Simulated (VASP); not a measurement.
Input of a VASP 6.6.1 run:

INCAR

```
SYSTEM = Au3SI
ALGO = Normal ; EDIFF = 1E-6
ENCUT = 520 ; GGA = PS
ISIF = 2 ; ISMEAR = 0
LASPH = .True. ; LCHARG = .True.
LELF = .True. ; LREAL = .False.
LVHAR = .True. ; LWAVE = .False.
NBANDS = 31 ; NELM = 100
PREC = Accurate ; SIGMA = 0.05
```

File KPOINTS:

```
k-points
0
Gamma
  4 4 4
  0 0 0
```

Contents of POSCAR:

```
Au3SI
1.0
    5.9428407817      0.0000000000      0.0000000000
    0.0000000000      5.9428407817      0.0000000000
    0.0000000000      0.0000000000      5.9428407817
I S Au
1 1 3
Direct
    0.0000000000      0.0000000000      0.0000000000
    0.5000000000      0.5000000000      0.5000000000
    0.5000000000      0.5000000000      0.0000000000
    0.5000000000      0.0000000000      0.5000000000
    0.0000000000      0.5000000000      0.5000000000
```

Potentials or basis: VASP PAW PBE potentials, release 64 (I, S, Au).

Launch:

```sh
$ cat potpaw_PBE.64/I/POTCAR potpaw_PBE.64/S/POTCAR potpaw_PBE.64/Au/POTCAR > POTCAR
$ mpirun -np 1 vasp_std > vasp.out
```

Estimate the pressure.

-8.7 GPa.

What does it give for the band gap on the k mesh?

None (metal or under the smearing width).

Caveat: the PAW data sets were made with another functional, which shifts forces and pressure a little. The run has no spin-orbit coupling, so splittings on Au, I are missing.
